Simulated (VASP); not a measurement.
# MgSc2Se4: structure and properties in VASP, part 2 of 8

What structure does MgSc2Se4 take at this level, and what are its properties? The start is a computed cell from the Materials Project.

VASP 6.6.1; PBEsol; plane waves and PAW (Mg, Sc_sv, Se).

So far, gap on the k-mesh (eV): step 2 (relaxing cell and atoms (PBEsol)) 0.993.

## 3. Second relaxation

The basis stayed that of the start cell while the cell moved. A rerun from the cell reached resets it; the error of the finite cutoff stays.

File INCAR:

```
SYSTEM = MgSc2Se4
PREC = Accurate
ENCUT = 400
EDIFF = 1E-06
NELM = 100
ISMEAR = 0
SIGMA = 0.05
LREAL = .FALSE.
ALGO = Normal
GGA = PS
NBANDS = 62
LASPH = .TRUE.
LORBIT = 11
LWAVE = .FALSE.
LCHARG = .FALSE.
KPAR = 8
IBRION = 2
NSW = 60
ISIF = 3
EDIFFG = -0.01
```

File POSCAR:

```
MgSc2Se4
1.0
    0.0000000000      5.5479961736      5.5479961736
    5.5479961736      0.0000000000      5.5479961736
    5.5479961736      5.5479961736      0.0000000000
Mg Sc Se
2 4 8
Direct
    0.2500000000      0.2500000000      0.2500000000
    0.0000000000      0.0000000000      0.0000000000
    0.1250000000      0.6250000000      0.6250000000
    0.6250000000      0.1250000000      0.6250000000
    0.6250000000      0.6250000000      0.1250000000
    0.6250000000      0.6250000000      0.6250000000
    0.8515504643      0.3828165152      0.3828165152
    0.3828165152      0.8515504643      0.3828165152
    0.3828165152      0.3828165152      0.8515504643
    0.3828165152      0.3828165152      0.3828165152
    0.3984495357      0.8671834848      0.8671834848
    0.8671834848      0.3984495357      0.8671834848
    0.8671834848      0.8671834848      0.3984495357
    0.8671834848      0.8671834848      0.8671834848
```

File KPOINTS:

```
Automatic mesh
0
Gamma
4 4 4
0 0 0
```

PAW data sets: Mg, Sc_sv and Se (PBE family, release 64).

Started as:

```sh
$ mpirun -np 8 vasp_std
```

The program printed:

```text
[banner, memory and clock lines left out]
running    8 mpi-ranks, on    1 nodes
 distrk:  each k-point on    1 cores,    8 groups
 distr:  one band on    1 cores,    1 groups

 POSCAR found type information on POSCAR MgScSe
 POSCAR found :  3 types and      14 ions
 [... a notice as in an earlier step ...]

 [... a notice as in an earlier step ...]

 LDA part: xc-table for (Slater+PW92), standard interpolation
 POSCAR, INCAR and KPOINTS ok, starting setup
 FFT: planning ... GRIDC
 FFT: planning ... GRID_SOFT
 FFT: planning ... GRID
 WAVECAR not read
 entering main loop
       N       E                     dE             d eps       ncg     rms          rms(c)
DAV:   1     0.123905525234E+04    0.12391E+04   -0.34409E+04  1048   0.115E+03
DAV:   2     0.116066751688E+03   -0.11230E+04   -0.10941E+04  1176   0.477E+02
DAV:   3    -0.780046851051E+02   -0.19407E+03   -0.18285E+03  1672   0.179E+02
DAV:   4    -0.915008040938E+02   -0.13496E+02   -0.13400E+02  1600   0.571E+01
DAV:   5    -0.917727631752E+02   -0.27196E+00   -0.27114E+00  1600   0.119E+01    0.175E+01
DAV:   6    -0.831030025387E+02    0.86698E+01   -0.27898E+01  1552   0.294E+01    0.706E+00
DAV:   7    -0.827053700295E+02    0.39763E+00   -0.19349E+00  1472   0.641E+00    0.358E+00
DAV:   8    -0.826485466282E+02    0.56823E-01   -0.41588E-01  1426   0.272E+00    0.903E-01
DAV:   9    -0.826500061524E+02   -0.14595E-02   -0.86473E-02  1576   0.179E+00    0.481E-01
DAV:  10    -0.826490826453E+02    0.92351E-03   -0.22519E-02  1496   0.999E-01    0.270E-01
DAV:  11    -0.826490439861E+02    0.38659E-04   -0.69422E-03  1584   0.523E-01    0.673E-02
DAV:  12    -0.826490628154E+02   -0.18829E-04   -0.58174E-04  1416   0.123E-01    0.606E-02
DAV:  13    -0.826491132431E+02   -0.50428E-04   -0.44220E-04  1520   0.102E-01    0.762E-02
DAV:  14    -0.826491150867E+02   -0.18436E-05   -0.15481E-04  1504   0.726E-02    0.783E-02
DAV:  15    -0.826491041586E+02    0.10928E-04   -0.22542E-05  1384   0.248E-02    0.257E-02
DAV:  16    -0.826491031384E+02    0.10202E-05   -0.75968E-06  1128   0.957E-03    0.711E-03
DAV:  17    -0.826491029831E+02    0.15532E-06   -0.27373E-06  1024   0.998E-03
   1 F= -.82649103E+02 E0= -.82649103E+02  d E =-.826491E+02
 curvature:   0.00 expect dE= 0.000E+00 dE for cont linesearch  0.000E+00
 trial: gam= 0.00000 g(F)=  0.612E-06 g(S)=  0.295E-05 ort = 0.000E+00 (trialstep = 0.100E+01)
 search vector abs. value=  0.356E-05
 reached required accuracy - stopping structural energy minimisation
```

Elapsed: 69 s, on 8 MPI ranks of AMD EPYC 7R43, shared host; peak memory 3.3 GiB; 9.1 min of CPU time.

From OUTCAR (step 3):

```text
  LATTYP: Found a face centered cubic cell.
 ALAT       =    11.0959923472

 Found      8 irreducible k-points:

   ENCUT  =  400.0 eV  29.40 Ry    5.42 a.u.  12.79 12.79 12.79*2*pi/ulx,y,z

   NELECT =      96.0000    total number of electrons

 E-fermi :   2.6837

 k-point     1 :       0.0000    0.0000    0.0000
  band No.  band energies     occupation
    ...
     44       1.4421      2.00000
     45       1.4421      2.00000
     46       2.4597      2.00000
     47       2.4597      2.00000
     48       2.4597      2.00000
     49       3.4526      0.00000
     50       3.7333      0.00000
     51       3.7333      0.00000
     52       4.5775      0.00000
     53       4.5775      0.00000
    ...

 k-point     2 :       0.2500    0.0000    0.0000
  band No.  band energies     occupation
    ...
     44       1.3466      2.00000
     45       1.5147      2.00000
     46       1.6225      2.00000
     47       2.3041      2.00000
     48       2.3041      2.00000
     49       3.8382      0.00000
     50       4.0450      0.00000
     51       4.0450      0.00000
     52       4.6568      0.00000
     53       4.6871      0.00000
    ...

  Total       -0.0168921     -0.0168921     -0.0168921     -0.0000000      0.0000000     -0.0000000
  in kB       -0.0792422     -0.0792422     -0.0792422     -0.0000000      0.0000000     -0.0000000
  external PRESSURE =      -0.0792422 kB  Pullay stress =       0.0000000 kB

  energy-cutoff  :      400.00
  volume of cell :      341.54
      direct lattice vectors                 reciprocal lattice vectors
     0.000000000  5.547996174  5.547996174    -0.090122629  0.090122629  0.090122629
     5.547996174  0.000000000  5.547996174     0.090122629 -0.090122629  0.090122629
     5.547996174  5.547996174  0.000000000     0.090122629  0.090122629 -0.090122629

 POSITION                                       TOTAL-FORCE (eV/Angst)
 -----------------------------------------------------------------------------------
      2.77400      2.77400      2.77400        -0.000000     -0.000000     -0.000000
      0.00000      0.00000      0.00000        -0.000000     -0.000000     -0.000000
      6.93500      4.16100      4.16100        -0.000000     -0.000000     -0.000000
      4.16100      6.93500      4.16100        -0.000000     -0.000000     -0.000000
      4.16100      4.16100      6.93500        -0.000000     -0.000000     -0.000000
      6.93500      6.93500      6.93500        -0.000000     -0.000000     -0.000000
      4.24773      6.84826      6.84826         0.000727     -0.000727     -0.000727
      6.84826      4.24773      6.84826        -0.000727      0.000727     -0.000727
      6.84826      6.84826      4.24773        -0.000727     -0.000727      0.000727
      4.24773      4.24773      4.24773         0.000727      0.000727      0.000727
      9.62226      7.02173      7.02173        -0.000727      0.000727      0.000727
      7.02173      9.62226      7.02173         0.000727     -0.000727      0.000727
      7.02173      7.02173      9.62226         0.000727      0.000727     -0.000727
      9.62226      9.62226      9.62226        -0.000727     -0.000727     -0.000727
 -----------------------------------------------------------------------------------
    total drift:                               -0.000000     -0.000000      0.000000

  FREE ENERGIE OF THE ION-ELECTRON SYSTEM (eV)
  ---------------------------------------------------
  free  energy   TOTEN  =       -82.6491029831 eV

  energy  without entropy=      -82.6491029831  energy(sigma->0) =      -82.64910298

 total charge
# of ion       s       p       d       tot
------------------------------------------
    1        0.168   0.135   0.032   0.336
    2        0.168   0.135   0.032   0.336
    3        2.194   6.166   0.980   9.340
    4        2.194   6.166   0.980   9.340
    5        2.194   6.166   0.980   9.340
    6        2.194   6.166   0.980   9.340
    7        1.438   2.481   0.014   3.933
    8        1.438   2.481   0.014   3.933
    9        1.438   2.481   0.014   3.933
   10        1.438   2.481   0.014   3.933
   11        1.438   2.481   0.014   3.933
   12        1.438   2.481   0.014   3.933
   13        1.438   2.481   0.014   3.933
   14        1.438   2.481   0.014   3.933
--------------------------------------------------
tot         20.619  44.783   4.097  69.500

[... 6 parts as in an earlier step ...]

[... 6 further parts left out ...]
```

Little changed from the start: no atom moved by 0.005 Å and no cell edge by 0.1 %.

This step gave:

* free energy (TOTEN): -82.6491 eV
* Fermi energy: 2.684 eV
* pressure: -0.007924 GPa
* SCF cycles over all ionic steps: 17
* gap on the k-mesh: 0.9929 eV
* least direct gap on the k-mesh: 0.9929 eV

It ends with a largest force of 0.001 eV/Å and a pressure of -0.01 GPa. The volume moved by under 0.01 %: the run met its threshold at the first step.

(Part 2 of 8 ends here.)

[Lines on the potential files, build, host, timing and source positions are cut from VASP's logs without a mark.]

[Logs are printed without paths, hosts, clocks, repeated set-up lines and the standing remarks that a program may print on its own settings, such as how far it seeks lower states.]

[Hosts, paths, dates, database ids (printed as entryN), source tags and the programs' standing remarks are cut or masked in the printed files.]

[A measured line is paired with the nearest computed mode of its activity, which favours agreement.]

[In band tables of VASP the shares of atoms and orbitals are scaled to a sum of 1 inside the atoms' spheres.]
